Question: Why does stretched GaAs resist less and less, and does the vanishing gap have anything to do with it?

I have LDA results for GaAs at six volumes, and the pressure doesn't follow a straight line. From the first row to the second the volume grows by 0.34 Å³ per atom and the pressure drops by 1.07 GPa. The last step is twice as wide, yet the pressure drops by only 1.42 GPa. The same runs also report a band gap that shrinks and is zero in the last two rows. Has the crystal turned into a metal, and is that why it has gone soft?

VASP 6.6.1, LDA with spin-orbit coupling, for GaAs (space group F-43m, two-atom cell) at fixed geometries. The runs use the recommended PAW LDA potentials (Ga_d, As), a 520 eV plane-wave cutoff, an 8 × 8 × 8 k mesh and Gaussian smearing of 0.02 eV. Pressure is positive in compression.

```
volume (Å³/atom)  shortest distance (Å)  pressure (GPa)
          22.244                  2.436          -0.520
          22.581                  2.448          -1.590
          22.922                  2.460          -2.560
          23.033                  2.464          -2.850
          23.484                  2.480          -3.920
          24.162                  2.504          -5.340
```

Answer: The softening comes mainly from the bonds and is well under way before the gap closes. The closed gap probably adds a small push of its own in the last two rows, but six points can't separate it from the bonds' softening. The closure itself is an error of LDA.

Start with the sign. A negative pressure means that the cell is being held open and would shrink if released. This holds in every row, because the volume at which LDA would leave the crystal at rest lies just below the first one, at about 22.1 Å³ per atom by a short extrapolation. LDA binds such crystals somewhat too tightly, so real GaAs would be under less tension at the larger volumes here, and is expected to be close to rest in the second row and slightly compressed in the first.

A useful measure of resistance is the stiffness, the drop in pressure divided by the relative growth in volume:

B = −ΔP / Δ ln V

Here P is the pressure and V the volume per atom. The stiffness is about 71 GPa over the first step and 50 GPa over the last, a fall of 30 percent. The first step joins two rows with a gap and the last joins two rows without one, so neither straddles the change.

This matters if you turn strain into stress with a single stiffness. Between the row at 22.244 and the row at 24.162, ln V grows by 0.083. With the initial 71 GPa throughout, the pressure would end at −0.52 − 71 × 0.083 ≈ −6.4 GPa. The calculation gives −5.34 GPa, so the constant value overstates the final tension by about a fifth.

Why does the resistance fade? The cell is scaled uniformly, so all bond angles stay fixed and each of the four bonds around an atom stretches by the same amount. Suppose first that the bonds are ideal springs with a force constant k and a rest length d₀. There are two bonds per atom, and the volume per atom is 8d³/(3√3), where d is the shortest distance. Differentiating the energy with respect to volume gives

P = −(√3/4) k (d − d₀) / d²

Even these springs soften a little, because the same force is spread over a growing area. Fitted to the four rows with a gap, however, they lose only 6 percent of their stiffness over the whole range. At the largest volume they predict −5.9 GPa, which is 0.6 GPa too much tension. Geometry alone therefore falls well short, and the bond itself must be getting weaker.

A molecule of two atoms shows what is missing. Its rest length is a balance between an attraction and a steep repulsion between overlapping electron clouds. Pull the atoms apart and the repulsion dies away faster than the attraction. Since the steep repulsion is what makes the bond stiff, each further stretch then adds less force than the one before. The comparison covers the stretching of a bond but not the bands of a crystal, and the table gives only the total pressure, not the two contributions.

A compact way to build in this weakening is to let the energy grow as the square of a strain that depends on 1/d² instead of on d. Equal increases in length then count for less as the bond gets longer. The result is the second-order Birch–Murnaghan equation:

P = (3/2) B₀ [(V₀/V)^(7/3) − (V₀/V)^(5/3)]

It has two constants, the rest volume V₀ and the stiffness B₀ at that volume. Fitted to the same four rows, it reproduces them to within 0.015 GPa, though the misses form a regular arc, with too much tension at both ends and too little in between. Continued to the two rows without a gap, it again gives too much tension, by 0.10 and 0.21 GPa. That is far better than the springs, but both misses have the same sign.

This is where the gap comes in. It falls from 0.33 eV in the first row to 0.08 eV at 23.033 Å³. Continued in a straight line against ln V, it reaches zero near 23.3 Å³, before the next row at 23.484. The usual bonding picture explains the direction: the lowest conduction level is an antibonding combination of s orbitals, and it sinks relative to the p-like top of the valence band as the atoms move apart.

Beyond the crossing, the s-like level should lie below the p-like one and take two electrons from it. The p-like top has room for four electrons and would be left half full. So the stretched crystal in LDA is expected to be a semimetal, whose filled and empty bands meet at essentially one point, and not an ordinary metal. Two details of the row at 23.484 support this. The Fermi level lies within 0.01 eV of the continued valence top, but 0.07 eV above the continued conduction level. The free energy lies 0.022 meV below the energy extrapolated to zero smearing, just what four half-filled states at a single k point should give.

The effect on the pressure can be estimated. The gap changes by −7.43 eV per unit of ln V, so moving two electrons to the sinking level saves more energy the further the crystal expands. This pushes outward and relieves some of the tension. The mesh has 8 × 8 × 8 = 512 points, only one of which is affected, and the cell holds two atoms, or 2 × 23.484 = 46.97 Å³:

ΔP ≈ (2/512) × 7.43 eV / 46.97 Å³ ≈ 0.00062 eV/Å³ ≈ 0.10 GPa

This estimate keeps all other electrons as they were. It equals the miss at 23.484 Å³, but that agreement is partly chance. The Birch–Murnaghan form with two constants fixes how fast the stiffness falls with tension, and GaAs in this calculation softens faster even while the gap is open. Over the three steps with a gap the computed stiffness falls from 71.16 to 60.03 GPa, the fitted one only from 69.6 to 62.82 GPa. The curve is already too stiff when it leaves the fitted rows, so part of both misses belongs to the curve and not to the gap. This fits the row at 24.162 Å³, where the shift is again about 0.10 GPa but the miss is twice that.

That opens another reading of the same numbers. A Murnaghan curve, in which the rate of softening is free, passes through all six rows with a typical error of 0.01 GPa and no electronic jump at all. Its largest miss, 0.02 GPa, does fall at 23.484 Å³ and in the direction of an outward push. The match at 23.484 is therefore neither a proof nor a measure of the jump. A jump of this kind follows from the change of occupation, but its size can't be read from this table. More volumes close to 23.3 Å³, on both sides of the crossing, would be needed.

The jump would also depend on the settings. Just past the crossing, the two levels have changed order only in a small region around one k point, and an 8 × 8 × 8 mesh lets that one point stand for 1/512 of the whole zone. A finer mesh would give it less weight and spread the change over a range of volumes. If you fit an equation of state, leave the rate of softening free and add compressed volumes, since every row here is under tension. Leave out the rows without a gap, or repeat them with a denser mesh.

Nor should the zero gap be taken as a prediction for real stretched GaAs. LDA makes the gap much too small, and the real one is several times what it gives here. Continued over the whole table, the s-like level would sink by about 7.43 × 0.083 ≈ 0.6 eV relative to the p-like one, and a similar drop in the real gap would still leave a semiconductor. What should carry over is the softening itself, which is already visible while the gap is open and is expected of stretched bonds. Whether its rate is untouched by the narrowing LDA gap, these rows don't show.

For a similar crystal, ask the two questions separately. The pressure curve should flatten under tension because stretched bonds weaken. A change of occupation is to be expected only if the gap shrinks on expansion, and then only once the growth in ln V approaches the computed gap divided by the size of its slope against ln V. The fits and estimates used here are printed below.

Output of the analysis:

```
fit of pressure on 4 rows (gap > 0): coefficient of r1 -499.8 +/- 8.7, coefficient of r2 1214 +/- 21; rms 0.0228, worst 22.581 0.0342, leave-one-out rms 0.0585
  rows outside the fit (model, value, miss): 23.484 -4.133, -3.92, -0.213; 24.162 -5.94, -5.34, -0.6
fit of pressure on 4 rows (gap > 0): coefficient of b7 108.9 +/- 0.81, coefficient of b5 -109.5 +/- 0.8; rms 0.01, worst 22.581 0.0148, leave-one-out rms 0.026
  rows outside the fit (model, value, miss): 23.484 -4.018, -3.92, -0.0978; 24.162 -5.552, -5.34, -0.212
fit of pressure on 6 rows: constant -12.82 +/- 0.037, coefficient of w**(-s) 12.3 +/- 0.045, s 5.996; rms 0.00991, worst 23.484 -0.0197, leave-one-out rms 0.0391
Stiffness from the previous row to this one and pressure misses in GPa:
     row  computed stiffness  constant springs  Birch-Murnaghan  spring miss  Birch-Murnaghan miss  miss with level shift
  22.244                 n/a               n/a              n/a     -0.02028             -0.008624              -0.008624
  22.581               71.16             67.54             69.6      0.03421               0.01477                0.01477
  22.922               64.72             66.52            65.46     0.007119              0.003654               0.003654
  23.033               60.03             65.86            62.82     -0.02105             -0.009806              -0.009806
  23.484               55.18             65.06            59.72      -0.2127              -0.09779               0.001226
  24.162               49.89              63.5            53.91      -0.6001               -0.2122                 -0.116
Fall of stiffness from first to last step, computed, percent: 29.89
Fall of stiffness, constant springs, percent: 5.972
Extrapolated zero-pressure volume, Birch-Murnaghan, cubic angstrom per atom: 22.08
Change of gap per unit of ln volume, eV: -7.431
Volume where the gap reaches zero by linear continuation, cubic angstrom per atom: 23.27
Smearing term expected for four half-filled states at one of 512 points, meV: 0.02204
Fermi level less continued valence top in gapless rows, eV: 0.004153, 0.01979
Fermi level less continued conduction bottom in gapless rows, eV: 0.07244, 0.2996
Estimated pressure shift by the two moved electrons, GPa: 0.09901, 0.09624
Largest difference of energy-derived and stress-derived mean pressure, GPa: 0.02374
```
